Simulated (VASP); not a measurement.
The system is TiBr2.

```xyz
3
Lattice="2.0717 1.1961 6.2634 -2.0717 1.1961 6.2634 0.0000 -2.3922 6.2634" Properties=species:S:1:pos:R:3 pbc="T T T"
Ti    0.0000    0.0000    0.0000
Br    0.0000    0.0000    4.7352
Br    0.0000    0.0000   14.0552
```

The cell was built by a generator and needn't be a form met in nature.

Base run:

```yaml
Program: VASP 6.6.1
Functional: LDA
Potentials_or_basis: VASP PAW LDA potentials, release 64 (Ti_sv, Br)
Cutoff: 520 eV
k_mesh: 5 × 5 × 5
Occupations: gaussian, width 0.05 eV
Spin: no spin polarisation
Hubbard_terms: Ti d U = 6 eV
```

Its results: band gap on the k mesh none (metal or under the smearing width); pressure -7.5 GPa; largest force 0.811 eV/Å.

Question: The run is repeated on the same cell with these changes: spin from no spin polarisation to collinear spin, random start; further incar settings from ALGO = Fast; EDIFF = 1e-06 to ALGO = Normal; EDIFF = 1e-06; NBANDS = 24. What comes out?

Answer: Band gap on the k mesh 2.68 eV, indirect (least direct gap 3.28 eV); pressure -4.5 GPa; net moment -2.00 μB per cell; site moments Ti -1.74; Br +0.01 μB; largest force 0.579 eV/Å.

Caveats: U without spin polarisation on a metal has little footing (some runs); an odd mesh through Γ misses points on the zone boundary, where band edges often lie (some runs).

Not every run made on this cell is shown here.
